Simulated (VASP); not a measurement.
Calculation: PBE GGA, VASP's PBE PAW potentials (set 64) (plane waves; VASP).

Input for VASP

KPOINTS:
```
Automatic mesh
0
Gamma
3 3 3
0 0 0
```

INCAR:
```
SYSTEM=TeOs
PREC=Accurate; ENCUT=300; LREAL=.False.
LASPH=.True.
EDIFF=1E-6; NELM=100; ALGO=Normal
LMAXMIX=6
ISMEAR=-1; SIGMA=0.1
GGA=PE
ISIF=2
LWAVE=.False.; LCHARG=.False.
```

File POSCAR:
```
TeOs
13.3577140
  0.1892121661  -0.5000000000   0.0000000000
  0.1892121661   0.5000000000   0.0000000000
  0.0000000000   0.0000000000   0.3728843873
Te Os
2 2
Cartesian
  0.1892121661  -0.0640000000   0.0932210968
  0.1892121661   0.0640000000   0.2796632904
  0.1892121661  -0.3547500000   0.0932210968
  0.1892121661   0.3547500000   0.2796632904
```

POTCAR, in this order: Te Os (PBE.64 set). Program: vasp_std.

### Question
What will the output report for the number of irreducible k-points (NKPTS), largest plane-wave count, number of space-group operations, FFT grid (NGX, NGY, NGZ)?

### Answer

The number of irreducible k-points (NKPTS) is 8, the largest plane-wave count is 1994 and the number of space-group operations is 8. The FFT grid (NGX, NGY, NGZ) is 40 × 40 × 28.

The structure was generated: TeOs was put into an ordered model structure, which need not be its known phase. The cell was not relaxed at this level. The k-mesh is coarse (spacing up to 0.44 per Å, 2π included), so the numbers may not be converged in it. VASP warned that the highest band is occupied, so more bands are needed.
